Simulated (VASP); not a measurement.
Calculation: PBE GGA, VASP's PBE PAW potentials (set 64) (plane waves; VASP).

VASP input:

POSCAR:
```
PbSe
1
    0.0000000000     3.1063353715     3.1063353715
    3.1063353715     0.0000000000     3.1063353715
    3.1063353715     3.1063353715    -0.0000000000
Pb Se
1 1
Direct
  0.0000000000   0.0000000000   0.0000000000
  0.5000000000   0.5000000000   0.5000000000
```

**INCAR**
```
! general
SYSTEM  = PbSe
PREC    = Accurate
ENCUT   = 400   ! plane-wave cut-off (eV)
LREAL   = F   ! projection in real space or not
LASPH   = T   ! aspherical one-centre terms

! electronic loop
EDIFF   = 1E-6   ! SCF stop (eV)
NELM    = 100   ! most electronic steps
ALGO    = Normal
LMAXMIX = 4   ! l cut-off of mixed one-centre charges

! smearing
ISMEAR  = 0
SIGMA   = 0.05   ! width (eV)

! functional
GGA     = PE   ! PBE

! ions
IBRION  = 2
NSW     = 60   ! most ionic steps
ISIF    = 3
EDIFFG  = -0.01

! output
LWAVE   = F
LCHARG  = F
```

### KPOINTS
```
Automatic mesh
0
Gamma
7 7 7
0 0 0
```

POTCAR, in this order: Pb_d Se (PBE.64 set). Program: vasp_std.

Task: Predict the energy per atom (σ→0).

Result: 
```
Property                       Result
---------------------  --------------
energy per atom (σ→0)  -4.100 eV/atom
```

### OSZICAR
```
...
DAV:   6    -0.820044404593E+01    0.31841E+00   -0.87077E-01   768   0.709E+00    0.149E+00
DAV:   7    -0.819651888414E+01    0.39252E-02   -0.13221E-01   624   0.198E+00    0.847E-01
DAV:   8    -0.820018967998E+01   -0.36708E-02   -0.14750E-02   590   0.155E+00    0.176E-01
DAV:   9    -0.819967387223E+01    0.51581E-03   -0.28710E-03   842   0.587E-01    0.619E-02
DAV:  10    -0.819976813971E+01   -0.94267E-04   -0.23439E-04   584   0.118E-01    0.203E-02
DAV:  11    -0.819977596564E+01   -0.78259E-05   -0.68047E-05   656   0.942E-02    0.596E-03
DAV:  12    -0.819977620867E+01   -0.24302E-06   -0.40939E-06   674   0.160E-02
   1 F= -.81997762E+01 E0= -.81997762E+01  d E =-.819978E+01
```

The compound is PbSe in the rock salt structure. It was relaxed first. The start is the result of an earlier pass.
